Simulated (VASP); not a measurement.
Given:

```yaml
crystal:
  lattice:
    - [0.00000, 3.10577, 3.06791]
    - [3.16760, 0.00000, 3.06791]
    - [3.16760, 3.10577, 0.00000]
  atoms:
    - { symbol: Ba, position: [0.00000, 0.00000, 0.00000] }
    - { symbol: F, position: [0.25000, 0.25000, 0.25000] }
    - { symbol: F, position: [0.74350, 0.75650, 0.75650] }
```

The numbers are results of PBE GGA, VASP's PBE PAW potentials (set 64) (plane waves; VASP 6.6.1), not measurements. Settings: 520 eV cut-off, 6×6×6 Γ-centred mesh, tetrahedra with Blöchl corrections, potentials Ba_sv F.

Problem. What does the run give for the energy per atom (σ→0), pressure, largest force?

Solution. 
```
Quantity                       Result
---------------------  --------------
energy per atom (σ→0)  -5.704 eV/atom
pressure                     1.55 GPa
largest force              0.120 eV/Å
```

Only differences to runs with the same potentials and settings are physical.

The compound is BaF2 in the fluorite structure. The cell was not relaxed at this level, atoms are displaced from their ideal sites. The run is one of a series of settings (ISMEAR = -5, SIGMA removed against the base run), some of them coarse on purpose.
